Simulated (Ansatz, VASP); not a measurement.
YNbN2: VASP beside Ansatz

Contents of INCAR:

```
SYSTEM = YNbN2
  PREC = Accurate
  ENCUT = 520
  EDIFF = 1E-7
  ISMEAR = 0
  SIGMA = 0.1
  LREAL = .FALSE.
  LASPH = .TRUE.
  NELM = 100
  ALGO = Normal
  ISIF = 2
  LWAVE = .FALSE.
  LCHARG = .TRUE.
  GGA = PE
  LELF = .TRUE.
  LVHAR = .TRUE.
  NBANDS = 25
```

Contents of KPOINTS:

```
Automatic mesh
0
G
  6 6 4
  0 0 0
```

The input POSCAR:

```
YNbN2
1.0
    3.2721688400      0.0000000000      0.0000000000
   -1.6360844200      2.8337813400      0.0000000000
    0.0000000000      0.0000000000      5.3438720200
Y Nb N
1 1 2
Direct
    0.0000000000      0.0000000000      0.5000000000
    0.0000000000      0.0000000000      0.0000000000
    0.3333333300      0.6666666700      0.8071036200
    0.6666666700      0.3333333300      0.1928963800
```

Input for Ansatz:

```yaml
crystal:
  lattice:
    - [3.27216884, 0.0, 0.0]
    - [-1.63608442, 2.83378134, 0.0]
    - [0.0, 0.0, 5.34387202]
  atoms:
    - { symbol: "Y", position: [0.0, 0.0, 0.5] }
    - { symbol: Nb, position: [0.0, 0.0, 0.0] }
    - { symbol: "N", position: [0.33333333, 0.66666667, 0.80710362] }
    - { symbol: "N", position: [0.66666667, 0.33333333, 0.19289638] }
basis:
  ecutwfc: 420
kpoints:
  mp_grid: { grid: [6, 6, 4] }
hamiltonian:
  xc: pbe
scf:
  occupations: { method: gaussian, width: 0.1 }
  lower_state_search: "off"
output:
  forces: true
  stress: true
  eigenvalues: true
```

Alike in both runs: task single point; functional PBE; k mesh 6 × 6 × 4; occupations gaussian, width 0.1 eV; no spin polarisation.

|  | VASP | Ansatz |
| --- | --- | --- |
| version | VASP 6.6.1 | Ansatz 0.2.0 |
| potentials or method | VASP PAW PBE potentials, release 64 (Y_sv, Nb_sv, N) | scalar-relativistic, plane waves, PAW |
| plane-wave cutoff (eV) | 520 | 420 |
| valence electrons in the cell | 34 | 34 |

|  | VASP | Ansatz | Ansatz less VASP |
| --- | --- | --- | --- |
| gap on the k mesh at the Fermi level (eV) | none | none | - |
| pressure (GPa) | 14.0 | 14.3 | +0.34 |
| largest component of the traceless stress (GPa) | 21.72 | 21.62 | -0.097 |
| rms of the force components (eV/Å) | 1.000 | 1.005 | +0.0045 |

Atom by atom the forces differ by 0.004 eV/Å (rms over components). A gap of «none» marks a metal or a gap that the smearing closes.

Caveats: the k mesh is coarse (spacing up to 0.37 Å⁻¹), so the values aren't converged; forces of over 1 eV/Å show positions far from the minimum, so gaps and moduli don't describe the material at rest.
